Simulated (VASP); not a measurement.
# What goes wrong when FeNi3 (Awaruite) is relaxed with a bad input, part 2 of 2

Aim: see how common mistakes in a VASP relaxation show up, on FeNi3 (Awaruite). The starting structure is a measured crystal structure from the Crystallography Open Database. The first relaxation on each setting starts from this cell expanded by 3 % in volume.

VASP 6.6.1.

Results so far: reference 10.59 Å³ an atom; one electron too many 13.68 Å³ an atom.

## (4) Relaxation with low precision and a small cutoff

Level of this step: PBEsol, spin-polarised from a ferromagnetic start; plane waves and PAW (Ni, Fe) (VASP).

A slip made on purpose: low precision and a small cutoff. Against step 2 the input has PREC = Low and ENCUT = 220 (also changed: NELM).

The input, INCAR:

```
SYSTEM = FeNi3
PREC = Low
ENCUT = 220
EDIFF = 1E-06
NELM = 60
ISMEAR = 1
SIGMA = 0.15
LREAL = .FALSE.
ALGO = Normal
GGA = PS
NBANDS = 31
ISPIN = 2
MAGMOM = 1 1 1 3
LASPH = .TRUE.
LMAXMIX = 4
LORBIT = 11
LWAVE = .FALSE.
LCHARG = .FALSE.
KPAR = 8
IBRION = 2
NSW = 50
ISIF = 3
EDIFFG = -0.006
```

The input, POSCAR:

```
FeNi3
1.0
    3.5801012927      0.0000000000      0.0000000000
    0.0000000000      3.5801012927      0.0000000000
    0.0000000000      0.0000000000      3.5801012927
Ni Fe
3 1
Direct
    0.5000000000      0.5000000000      0.0000000000
    0.5000000000      0.0000000000      0.5000000000
    0.0000000000      0.5000000000      0.5000000000
    0.0000000000      0.0000000000      0.0000000000
```

The input, KPOINTS:

```
Automatic mesh
0
Gamma
10 10 10
0 0 0
```

PAW data sets: Ni and Fe (PBE family, release 64).

On the command line:

```
$ mpirun -np 8 vasp_std
```

What it wrote:

```text
[... set-up lines as in an earlier step ...]
 entering main loop
       N       E                     dE             d eps       ncg     rms          rms(c)
DAV:   1     0.127101037748E+03    0.12710E+03   -0.99156E+03  7335   0.805E+02
DAV:   2    -0.270466851394E+02   -0.15415E+03   -0.14329E+03  7140   0.201E+02
DAV:   3    -0.323398836726E+02   -0.52932E+01   -0.51945E+01  7882   0.469E+01
DAV:   4    -0.323744649032E+02   -0.34581E-01   -0.34573E-01  7736   0.368E+00
[...]
DAV:  13    -0.267270926276E+02    0.14986E-05   -0.24427E-04  7865   0.110E-01    0.443E-02
DAV:  14    -0.267270945254E+02   -0.18978E-05   -0.21779E-05  8334   0.615E-02    0.182E-02
DAV:  15    -0.267270935697E+02    0.95570E-06   -0.38192E-06  7293   0.197E-02
   1 F= -.26727094E+02 E0= -.26727038E+02  d E =-.267271E+02  mag=     4.7223
[... from here on, the cycles between the ionic steps are left out ...]
   2 F= -.21314178E+01 E0= -.21309764E+01  d E =0.245957E+02  mag=    -0.0001
[...]
DAV:   1    -0.175506454840E+03   -0.17338E+03   -0.22406E+03  6944   0.679E+02BRMIX: very serious problems
[...]
BRMIX: very serious problems
[...]
BRMIX: very serious problems
   3 F= -.27293918E+02 E0= -.27293545E+02  d E =-.566824E+00  mag=    -0.0016
   4 F= -.27358606E+02 E0= -.27358107E+02  d E =-.631513E+00  mag=    -0.0003
   5 F= -.27370412E+02 E0= -.27369830E+02  d E =-.643318E+00  mag=    -0.0009
   6 F= -.27369822E+02 E0= -.27369220E+02  d E =-.642729E+00  mag=     0.0005
   7 F= -.27367016E+02 E0= -.27366459E+02  d E =0.280656E-02  mag=    -0.0006
   8 F= -.27370415E+02 E0= -.27369833E+02  d E =-.593063E-03  mag=    -0.0003
   9 F= -.27370417E+02 E0= -.27369834E+02  d E =-.594349E-03  mag=    -0.0005
[...]
reached required accuracy - stopping structural energy minimisation
```

The job ended after 22 s (8 MPI ranks of Intel Xeon 6975P-C (Granite Rapids), shared host; peak memory 1 GiB).

Parts of OUTCAR (step 4):

```text
  Total       -0.0037988     -0.0037988     -0.0037988     -0.0000000      0.0000000     -0.0000000
  in kB       -0.1579723     -0.1579723     -0.1579723     -0.0000000      0.0000000     -0.0000000
  external PRESSURE =      -0.1579723 kB  Pullay stress =       0.0000000 kB

 POSITION                                       TOTAL-FORCE (eV/Angst)
 -----------------------------------------------------------------------------------
      1.68873      1.68873      0.00000        -0.000000     -0.000000      0.000000
      1.68873     -0.00000      1.68873         0.000000      0.000000      0.000000
     -0.00000      1.68873      1.68873         0.000000      0.000000      0.000000
      3.37746      3.37746      0.00000        -0.000000     -0.000000      0.000000
 -----------------------------------------------------------------------------------
    total drift:                               -0.000000      0.000000     -0.000000

  FREE ENERGIE OF THE ION-ELECTRON SYSTEM (eV)
  ---------------------------------------------------
  free  energy   TOTEN  =       -27.3704167740 eV

  energy  without entropy=      -27.3686688530  energy(sigma->0) =      -27.36983413

 magnetization (x)
# of ion       s       p       d       tot
------------------------------------------
    1        0.000   0.000  -0.000  -0.000
    2        0.000   0.000  -0.000  -0.000
    3        0.000   0.000  -0.000  -0.000
    4       -0.000  -0.000  -0.002  -0.002
--------------------------------------------------
tot          0.000   0.000  -0.003  -0.003

[... 2 parts as in an earlier step ...]

[... 2 further parts left out ...]
[key lines of the parts left out:]
E-fermi :  10.0726
```

Logs of long relaxations may skip ionic steps without a mark.

With low precision and a small cutoff the cell ends at 9.632 Å³ an atom, -9.08 % from the reference, with the moments of the reference lost.

## (5) Relaxation with a loose energy criterion for the relaxation

A slip made on purpose: a loose energy criterion for the relaxation. Against step 2 the input has EDIFFG = 0.1 (also changed: NELM).

Changes to INCAR since step 4:

```diff
@@ -1,4 +1,4 @@
 SYSTEM = FeNi3
-PREC = Low
-ENCUT = 220
+PREC = Accurate
+ENCUT = 450
 EDIFF = 1E-06
@@ -22,2 +22,2 @@
 ISIF = 3
-EDIFFG = -0.006
+EDIFFG = 0.1
```

POSCAR is that of step 4.

KPOINTS is that of step 4.

On the command line:

```
$ mpirun -np 8 vasp_std
```

What it wrote:

```text
[... set-up lines as in an earlier step ...]
 entering main loop
       N       E                     dE             d eps       ncg     rms          rms(c)
DAV:   1     0.224253357180E+03    0.22425E+03   -0.15516E+04  7368   0.156E+03
DAV:   2    -0.180623760629E+02   -0.24232E+03   -0.22771E+03  6958   0.297E+02
DAV:   3    -0.321946842859E+02   -0.14132E+02   -0.13466E+02  7686   0.965E+01
DAV:   4    -0.323823049893E+02   -0.18762E+00   -0.18745E+00  8138   0.119E+01
[...]
DAV:  13    -0.274775382309E+02    0.72904E-04   -0.22120E-04 10511   0.267E-01    0.418E-02
DAV:  14    -0.274775381805E+02    0.50427E-07   -0.37169E-05  9268   0.722E-02    0.227E-02
DAV:  15    -0.274775386980E+02   -0.51751E-06   -0.63979E-06  7823   0.307E-02
   1 F= -.27477539E+02 E0= -.27476947E+02  d E =-.274775E+02  mag=     4.7998
[...]
N       E                     dE             d eps       ncg     rms          rms(c)
DAV:   1    -0.426025247550E+02   -0.15125E+02   -0.13160E+02  7462   0.144E+02    0.401E+01
[...]
DAV:  17    -0.274749455429E+02   -0.70390E-08   -0.27448E-07  3906   0.126E-02
   2 F= -.27474946E+02 E0= -.27475650E+02  d E =0.259316E-02  mag=     4.6267
 trial-energy change:    0.002593  1 .order    0.057503   -0.613878    0.728883
 step:   0.5184(harm=  0.4572)  dis= 0.00000  next Energy=   -27.644317 (dE=-0.167E+00)
[...]
N       E                     dE             d eps       ncg     rms          rms(c)
DAV:   1    -0.313491092565E+02   -0.38742E+01   -0.31224E+01  7252   0.817E+01    0.193E+01
DAV:   2    -0.427854857321E+02   -0.11436E+02   -0.62683E+01  8225   0.156E+02    0.502E+01
DAV:   3    -0.281707257525E+02    0.14615E+02   -0.16715E+01  8716   0.108E+02    0.119E+01
DAV:   4    -0.276392188755E+02    0.53151E+00   -0.22578E+00  9218   0.213E+01    0.553E+00
[...]
DAV:  11    -0.276498188232E+02   -0.64276E-05   -0.15537E-05  8581   0.822E-02    0.169E-02
DAV:  12    -0.276498203138E+02   -0.14906E-05   -0.30141E-06  5138   0.190E-02    0.964E-03
DAV:  13    -0.276498202588E+02    0.54995E-07   -0.40604E-07  3780   0.146E-02
   3 F= -.27649820E+02 E0= -.27650195E+02  d E =-.172282E+00  mag=     4.6875
[...]
reached required accuracy - stopping structural energy minimisation
```

Run time: 36 s. Hardware: 8 MPI ranks; peak memory 2.1 GiB; 4.2 min of CPU time.

OUTCAR, selected parts (step 5):

```text
  Total       -0.0321506     -0.0321506     -0.0321506     -0.0000000     -0.0000000      0.0000000
  in kB       -1.2139713     -1.2139713     -1.2139713     -0.0000000     -0.0000000      0.0000000
  external PRESSURE =      -1.2139713 kB  Pullay stress =       0.0000000 kB

 POSITION                                       TOTAL-FORCE (eV/Angst)
 -----------------------------------------------------------------------------------
      1.74395      1.74395      0.00000        -0.000000      0.000000      0.000000
      1.74395      0.00000      1.74395        -0.000000     -0.000000      0.000000
     -0.00000      1.74395      1.74395         0.000000     -0.000000      0.000000
      0.00000      0.00000      0.00000        -0.000000      0.000000      0.000000
 -----------------------------------------------------------------------------------
    total drift:                                0.000000      0.000000      0.000000

  FREE ENERGIE OF THE ION-ELECTRON SYSTEM (eV)
  ---------------------------------------------------
  free  energy   TOTEN  =       -27.6498202588 eV

  energy  without entropy=      -27.6509450756  energy(sigma->0) =      -27.65019520

 magnetization (x)
# of ion       s       p       d       tot
------------------------------------------
    1       -0.015  -0.041   0.670   0.614
    2       -0.015  -0.041   0.670   0.614
    3       -0.015  -0.041   0.670   0.614
    4        0.009   0.003   2.824   2.836
--------------------------------------------------
tot         -0.036  -0.119   4.833   4.677

[... 2 parts as in an earlier step ...]

[... 2 further parts left out ...]
[key lines of the parts left out:]
E-fermi :   9.0280
```

With a loose energy criterion for the relaxation the cell ends at 10.608 Å³ an atom, +0.13 % from the reference.

## (6) Relaxation with an ionic step far too long

A slip made on purpose: an ionic step far too long. Against step 2 the input has IBRION = 1 and POTIM = 2 (also changed: NELM and NSW).

Changes to INCAR since step 5:

```diff
@@ -19,5 +19,6 @@
 KPAR = 8
-IBRION = 2
-NSW = 50
+IBRION = 1
+NSW = 30
 ISIF = 3
-EDIFFG = 0.1
+EDIFFG = -0.006
+POTIM = 2
```

POSCAR is that of step 5.

KPOINTS is that of step 5.

On the command line:

```
$ mpirun -np 8 vasp_std
```

What it wrote:

```text
[... set-up lines as in an earlier step ...]
 entering main loop
       N       E                     dE             d eps       ncg     rms          rms(c)
[... 15 cycles as in an earlier step ...]
   1 F= -.27477539E+02 E0= -.27476947E+02  d E =-.274775E+02  mag=     4.7998
[...]
2 F= -.10516911E+02 E0= -.10516088E+02  d E =0.169606E+02  mag=     0.0004
[...]
3 F= -.26561631E+02 E0= -.26561340E+02  d E =-.160447E+02  mag=    -0.0049
[...]
4 F= -.26693529E+02 E0= -.26693104E+02  d E =-.131898E+00  mag=    -0.0012
[...]
5 F= -.26737002E+02 E0= -.26736414E+02  d E =-.434728E-01  mag=     0.0000
[...]
6 F= -.26737397E+02 E0= -.26736822E+02  d E =-.395420E-03  mag=     0.0002
 BRION: g(F)=  0.590E-60 g(S)=  0.257E-04 retain N=  1 mean eig= 0.12
 eig:   0.120
 reached required accuracy - stopping structural energy minimisation
```

Run time: 72 s. Hardware: 8 MPI ranks; peak memory 2.2 GiB.

From OUTCAR (step 6):

```text
  Total        0.0133270      0.0133270      0.0133270     -0.0000000      0.0000000      0.0000000
  in kB        0.5222657      0.5222657      0.5222657     -0.0000000      0.0000000      0.0000000
  external PRESSURE =       0.5222657 kB  Pullay stress =       0.0000000 kB

 POSITION                                       TOTAL-FORCE (eV/Angst)
 -----------------------------------------------------------------------------------
      1.72248      1.72248      0.00000        -0.000000     -0.000000      0.000000
      1.72248      0.00000      1.72248        -0.000000      0.000000      0.000000
      0.00000      1.72248      1.72248         0.000000      0.000000      0.000000
     -0.00000      0.00000     -0.00000        -0.000000     -0.000000      0.000000
 -----------------------------------------------------------------------------------
    total drift:                                0.000000      0.000000      0.000000

  FREE ENERGIE OF THE ION-ELECTRON SYSTEM (eV)
  ---------------------------------------------------
  free  energy   TOTEN  =       -26.7373972956 eV

  energy  without entropy=      -26.7356728487  energy(sigma->0) =      -26.73682248

 magnetization (x)
# of ion       s       p       d       tot
------------------------------------------
    1       -0.000  -0.000   0.001   0.001
    2       -0.000  -0.000   0.001   0.001
    3       -0.000  -0.000   0.001   0.001
    4        0.000   0.000   0.003   0.003
--------------------------------------------------
tot         -0.000  -0.000   0.005   0.005

[... 2 parts as in an earlier step ...]

[... 2 further parts left out ...]
[key lines of the parts left out:]
E-fermi :   9.2374
```

With an ionic step far too long the cell ends at 10.221 Å³ an atom, -3.52 % from the reference, with the moments of the reference lost.

## (7) Relaxation with spin polarisation switched off

A slip made on purpose: spin polarisation switched off. Against step 2 the input has no ISPIN and no MAGMOM (also changed: NBANDS and LMAXMIX). This run starts from the cell of an earlier relaxation, which isn't shown; the restart sets up the plane waves anew.

The input, INCAR:

```
SYSTEM = FeNi3
PREC = Accurate
ENCUT = 450
EDIFF = 1E-06
NELM = 100
ISMEAR = 1
SIGMA = 0.15
LREAL = .FALSE.
ALGO = Normal
GGA = PS
NBANDS = 25
LASPH = .TRUE.
LORBIT = 11
LWAVE = .FALSE.
LCHARG = .FALSE.
KPAR = 8
IBRION = 2
NSW = 50
ISIF = 3
EDIFFG = -0.006
```

The input, POSCAR:

```
FeNi3
1.0
    3.4448865173      0.0000000000      0.0000000000
    0.0000000000      3.4448865173      0.0000000000
    0.0000000000      0.0000000000      3.4448865173
Ni Fe
3 1
Direct
    0.5000000000      0.5000000000      0.0000000000
    0.5000000000      0.0000000000      0.5000000000
    0.0000000000      0.5000000000      0.5000000000
    0.0000000000      0.0000000000      0.0000000000
```

KPOINTS is that of step 6.

On the command line:

```
$ mpirun -np 8 vasp_std
```

What it wrote:

```text
[... set-up lines as in an earlier step ...]
 entering main loop
       N       E                     dE             d eps       ncg     rms          rms(c)
DAV:   1     0.225417901355E+03    0.22542E+03   -0.16100E+04  2896   0.199E+03
DAV:   2    -0.196223674285E+02   -0.24504E+03   -0.23666E+03  2816   0.359E+02
DAV:   3    -0.320068202368E+02   -0.12384E+02   -0.11842E+02  2873   0.112E+02
DAV:   4    -0.322096933223E+02   -0.20287E+00   -0.20171E+00  2997   0.148E+01
[...]
DAV:  13    -0.267343180317E+02   -0.10617E-05   -0.34671E-04  4081   0.263E-01    0.864E-02
DAV:  14    -0.267343125085E+02    0.55232E-05   -0.80765E-05  3037   0.143E-01    0.462E-02
DAV:  15    -0.267343115621E+02    0.94643E-06   -0.69704E-06  2846   0.416E-02
   1 F= -.26734312E+02 E0= -.26733729E+02  d E =-.267343E+02
[...]
N       E                     dE             d eps       ncg     rms          rms(c)
DAV:   1    -0.267359733706E+02   -0.16609E-02   -0.20029E-02  2831   0.207E+00    0.407E-01
[...]
DAV:   6    -0.267343021213E+02    0.10334E-04   -0.11194E-05  3206   0.556E-02    0.655E-03
DAV:   7    -0.267343017780E+02    0.34328E-06   -0.15628E-06  1686   0.123E-02
   2 F= -.26734302E+02 E0= -.26733721E+02  d E =0.978407E-05
 trial-energy change:    0.000010  1 .order    0.000017   -0.000069    0.000102
 step:   0.4621(harm=  0.4035)  dis= 0.00000  next Energy=   -26.734328 (dE=-0.166E-04)
[...]
N       E                     dE             d eps       ncg     rms          rms(c)
DAV:   1    -0.267348028481E+02   -0.50073E-03   -0.56399E-03  2820   0.110E+00    0.215E-01
DAV:   2    -0.267393632870E+02   -0.45604E-02   -0.14856E-02  3203   0.263E+00    0.101E+00
DAV:   3    -0.267344551185E+02    0.49082E-02   -0.11868E-02  3170   0.246E+00    0.107E-01
DAV:   4    -0.267343389379E+02    0.11618E-03   -0.52468E-04  3121   0.293E-01    0.275E-02
DAV:   5    -0.267343291632E+02    0.97747E-05   -0.40940E-05  2901   0.770E-02    0.179E-02
DAV:   6    -0.267343258387E+02    0.33245E-05   -0.29254E-06  1760   0.283E-02    0.348E-03
DAV:   7    -0.267343260047E+02   -0.16594E-06   -0.99204E-07  1459   0.101E-02
   3 F= -.26734326E+02 E0= -.26733750E+02  d E =-.144426E-04
[...]
reached required accuracy - stopping structural energy minimisation
```

The job ended after 7.4 s (8 MPI ranks; peak memory 1.4 GiB; 48 s of CPU time).

OUTCAR, selected parts (step 7):

```text
  Total        0.0012334      0.0012334      0.0012334     -0.0000000     -0.0000000     -0.0000000
  in kB        0.0483751      0.0483751      0.0483751     -0.0000000     -0.0000000     -0.0000000
  external PRESSURE =       0.0483751 kB  Pullay stress =       0.0000000 kB

 POSITION                                       TOTAL-FORCE (eV/Angst)
 -----------------------------------------------------------------------------------
      1.72202      1.72202      0.00000         0.000000     -0.000000      0.000000
      1.72202     -0.00000      1.72202        -0.000000      0.000000      0.000000
     -0.00000      1.72202      1.72202        -0.000000     -0.000000      0.000000
      0.00000      0.00000      0.00000         0.000000     -0.000000      0.000000
 -----------------------------------------------------------------------------------
    total drift:                                0.000000     -0.000000     -0.000000

  FREE ENERGIE OF THE ION-ELECTRON SYSTEM (eV)
  ---------------------------------------------------
  free  energy   TOTEN  =       -26.7343260047 eV

  energy  without entropy=      -26.7325974639  energy(sigma->0) =      -26.73374982

[... 1 part as in an earlier step ...]

[... 3 further parts left out ...]
[key lines of the parts left out:]
E-fermi :   9.2491
```

With spin polarisation switched off the cell ends at 10.213 Å³ an atom, -3.60 % from the reference, with the moments of the reference lost.

## (8) Comparison

| run | volume (Å³/atom) | change (%) | pressure left (GPa) | core minutes |
| --- | --- | --- | --- | --- |
| reference | 10.594 | - | 0.03 | 9.31 |
| one electron too many | 13.68 | 29.12 | 0.01 | 5.33 |
| low precision and a small cutoff | 9.632 | -9.08 | -0.02 | 2.93 |
| a loose energy criterion for the relaxation | 10.608 | 0.13 | -0.12 | 4.8 |
| an ionic step far too long | 10.221 | -3.52 | 0.05 | 9.6 |
| spin polarisation switched off | 10.213 | -3.6 | 0.0 | 4.32 |

Core minutes are wall time times ranks, summed over the relaxations behind a row (those for a bulk modulus apart), on shared hosts.

## (9) Summary of results

```json
{
 "volume of the reference": "10.59 Å³/atom",
 "volume against the reference, one electron too many": "+29.12 %",
 "volume against the reference, low precision and a small cutoff": "-9.08 %",
 "volume against the reference, a loose energy criterion for the relaxation": "+0.13 %",
 "volume against the reference, an ionic step far too long": "-3.52 %",
 "volume against the reference, spin polarisation switched off": "-3.60 %"
}
```

In words: Finished, but with signs in the output that stand out against the reference: one electron too many, with the volume changed by +29.1 % (signs: a warning on the charge density and 30.0 GPa at the first ionic step (of the first relaxations, not shown; reference: -14.4 GPa)); low precision and a small cutoff, with the volume changed by -9.1 %, with the moments of the reference lost (signs: a warning on the charge density, a largest site moment of 0.00 μB against 2.83 μB, -65.7 GPa at the first ionic step (of the first relaxations, not shown; reference: -14.4 GPa) and an energy that rises by up to 6.1 eV an atom on the way); a loose energy criterion for the relaxation, with the volume changed by +0.1 % (signs: a stress of up to 0.1 GPa); an ionic step far too long, with the volume changed by -3.5 %, with the moments of the reference lost (signs: a largest site moment of 0.00 μB against 2.83 μB and an energy that rises by up to 4.2 eV an atom on the way); spin polarisation switched off, with the volume changed by -3.6 %, with the moments of the reference lost (signs: no moments, where the reference has up to 2.83 μB and -22.0 GPa at the first ionic step (of the first relaxations, not shown; reference: -14.4 GPa)). The reference was restarted once and some of the runs with a slip weren't, so their cells may not have settled fully. Further runs on this material are not shown.

[Lines on the potential files, build, host, timing and source positions are cut from VASP's logs without a mark.]

[Logs are printed without paths, hosts, clocks, repeated set-up lines and the standing remarks that a program may print on its own settings, such as how far it seeks lower states.]

[Hosts, paths, dates, database ids (printed as entryN), source tags and the programs' standing remarks are cut or masked in the printed files.]
